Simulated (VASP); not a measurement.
Data:

```yaml
crystal:
  lattice:
    - [4.45333, 0.00000, 0.00000]
    - [0.00000, 4.45333, 0.00000]
    - [0.00000, 0.00000, 3.14776]
  atoms:
    - { symbol: Ir, position: [0.50000, 0.50000, 0.50000] }
    - { symbol: Ir, position: [0.00000, 0.00000, 0.00000] }
    - { symbol: O, position: [0.69117, 0.69117, 0.00000] }
    - { symbol: O, position: [0.30883, 0.30883, 0.00000] }
    - { symbol: O, position: [0.80883, 0.19117, 0.50000] }
    - { symbol: O, position: [0.19117, 0.80883, 0.50000] }
```

All values below come from LDA (Ceperley-Alder, Perdew-Zunger), VASP's LDA PAW potentials (set 64) (plane waves; VASP). Run with 520 eV cut-off, Gaussian smearing of 0.050 eV, potentials Ir O.

Task: Give the energies of bands 11 to 24 at the high-symmetry points, in eV from the Fermi level.

Result: 
| band | Γ | X | M | Z | R | A |
|---|---|---|---|---|---|---|
| 11 | -5.08 | -6.43 | -5.46 | -5.90 | -5.68 | -5.87 |
| 12 | -5.08 | -6.43 | -5.46 | -5.90 | -5.68 | -5.87 |
| 13 | -3.75 | -5.46 | -4.53 | -5.81 | -5.33 | -4.50 |
| 14 | -3.03 | -5.46 | -4.53 | -5.81 | -5.33 | -4.50 |
| 15 | -3.03 | -3.27 | -3.71 | -4.14 | -3.51 | -3.36 |
| 16 | -2.70 | -3.27 | -3.71 | -4.14 | -3.51 | -3.36 |
| 17 | -2.55 | -1.67 | -2.58 | -2.00 | -2.90 | -1.90 |
| 18 | -2.55 | -1.67 | -2.58 | -2.00 | -2.90 | -1.90 |
| 19 | -2.45 | -1.34 | -2.51 | -0.69 | -1.85 | -1.28 |
| 20 | -2.38 | -1.34 | -2.51 | -0.69 | -1.85 | -1.28 |
| 21 | -2.26 | -0.31 | 0.22 | 0.29 | 0.57 | -0.51 |
| 22 | 0.84 | -0.31 | 0.22 | 0.29 | 0.57 | -0.51 |
| 23 | 1.32 | 3.60 | 2.66 | 2.29 | 1.19 | 2.25 |
| 24 | 4.24 | 3.60 | 2.66 | 2.29 | 1.19 | 2.25 |

It has no gap at this level: it comes out as a metal or semimetal.

The structure comes from a computed database's IrO2 entry (P4_2/mnm); how it stands against other phases isn't given here. It was relaxed first.
